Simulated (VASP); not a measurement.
The system is MgH2.

```
Mg H
1.0
     4.51680    0.00000    0.00000
     0.00000    4.51680    0.00000
     0.00000    0.00000    3.02050
Mg H
2 4
Direct
  0.00000 0.00000 0.00000
  0.50000 0.50000 0.50000
  0.30600 0.30600 0.00000
  0.19400 0.80600 0.50000
  0.69400 0.69400 0.00000
  0.80600 0.19400 0.50000
```

| Item | Value |
| --- | --- |
| Program | VASP 6.6.1 |
| Task | relaxation of cell and atoms |
| Functional | PBE |
| Dispersion | D3(BJ) |
| Potentials or basis | VASP PAW PBE potentials, release 64 (Mg, H) |
| Cutoff | 600 eV |
| k mesh | 6 × 6 × 10 |
| Occupations | gaussian, width 0.03 eV |
| Spin | no spin polarisation |

At the start: pressure -2.5 GPa; volume 10.27 Å³/atom.

Task: How do energy, volume and symmetry change on relaxing?

Result: Over 7 steps the energy falls by 4.4 meV/atom and the volume is 9.76 Å³/atom (-5.0 %); space group P4_2/mnm (No. 136, to 0.05 Å).

The path:
```
step  energy change (eV)  largest force (eV/Å)  pressure (GPa)  volume (Å³)
   1              0.0000                0.0615           -2.48        61.62
   2             -0.0176                0.0536           -1.36        60.22
   3             -0.0249                0.0437           -0.05        58.73
   4             -0.0249                0.0433            0.04        58.62
   5             -0.0258                0.0207            0.03        58.59
   6             -0.0262                0.0121            0.01        58.53
   7             -0.0262                0.0072            0.02        58.54
```

Final structure:
```yaml
crystal:
  lattice:
    - [4.43106, 0.00000, 0.00000]
    - [0.00000, 4.43106, 0.00000]
    - [0.00000, 0.00000, 2.98157]
  atoms:
    - { symbol: Mg, position: [0.00000, 0.00000, 0.00000] }
    - { symbol: Mg, position: [0.50000, 0.50000, 0.50000] }
    - { symbol: H, position: [0.30403, 0.30403, 0.00000] }
    - { symbol: H, position: [0.19597, 0.80403, 0.50000] }
    - { symbol: H, position: [0.69597, 0.69597, 0.00000] }
    - { symbol: H, position: [0.80403, 0.19597, 0.50000] }
```
